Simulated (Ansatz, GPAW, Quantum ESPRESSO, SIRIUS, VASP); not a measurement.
# BiTe: 5 runs at one level of theory

```xyz
2
Lattice="0.0000 3.2350 3.2350 3.2350 0.0000 3.2350 3.2350 3.2350 0.0000" Properties=species:S:1:pos:R:3 pbc="T T T"
Bi    0.0486    0.0219   -0.0837
Te    3.2170    3.2295    3.1974
```

Atoms were shifted at random by some hundredths of an Å from the given cell, which wasn't relaxed again for these runs.

Alike in all runs: task single point; functional PBEsol; k mesh 7 × 7 × 7; occupations fermi-dirac, width 0.05 eV; no spin polarisation; no spin-orbit coupling. Pressure is positive in compression and, in plane waves, holds the error of the finite cutoff.

```json
{"program and potentials": "SIRIUS, PseudoDojo 0.4.1 PBEsol standard (scalar relativistic)", "plane-wave cutoff (eV)": "1102", "notes": "15.5 valence electrons an atom on average", "pressure (GPa)": "-1.37", "largest force (eV/Å)": "0.231", "energy over the undisturbed cell (meV/atom)": "-"}
{"program and potentials": "Ansatz, all-electron LAPW, scalar-relativistic", "plane-wave cutoff (eV)": "-", "notes": "-", "pressure (GPa)": "-1.40", "largest force (eV/Å)": "0.225", "energy over the undisturbed cell (meV/atom)": "-"}
{"program and potentials": "GPAW, PAW data sets generated for this functional", "plane-wave cutoff (eV)": "600", "notes": "10.5 valence electrons an atom on average", "pressure (GPa)": "-1.63", "largest force (eV/Å)": "0.223", "energy over the undisturbed cell (meV/atom)": "4.75"}
{"program and potentials": "Quantum ESPRESSO, PseudoDojo 0.4.1 SR PBEsol standard", "plane-wave cutoff (eV)": "1088", "notes": "15.5 valence electrons an atom on average", "pressure (GPa)": "-1.37", "largest force (eV/Å)": "0.230", "energy over the undisturbed cell (meV/atom)": "4.88"}
{"program and potentials": "VASP, PBE PAW files Bi_d, Te, 520 eV", "plane-wave cutoff (eV)": "520", "notes": "potentials made for PBE; 10.5 valence electrons an atom on average", "pressure (GPa)": "-1.44", "largest force (eV/Å)": "0.227", "energy over the undisturbed cell (meV/atom)": "-"}
```

Force on atom 2 (Te), eV/Å:

```tsv
program and potentials	x	y	z
SIRIUS, PseudoDojo 0.4.1 PBEsol standard (scalar relativistic)	0.181	0.073	-0.123
Ansatz, all-electron LAPW, scalar-relativistic	0.176	0.071	-0.121
GPAW, PAW data sets generated for this functional	0.175	0.071	-0.119
Quantum ESPRESSO, PseudoDojo 0.4.1 SR PBEsol standard	0.180	0.073	-0.123
VASP, PBE PAW files Bi_d, Te, 520 eV	0.178	0.072	-0.122
```

The pressure spans -1.63 (GPAW, PAW data sets generated for this functional) to -1.37 GPa (SIRIUS, PseudoDojo 0.4.1 PBEsol standard (scalar relativistic)), with all-electron results at -1.40.

Differences between rows come from potentials, basis sets and numerical settings, since the functional is the same but for its coding. Runs on potential files found faulty are left out.
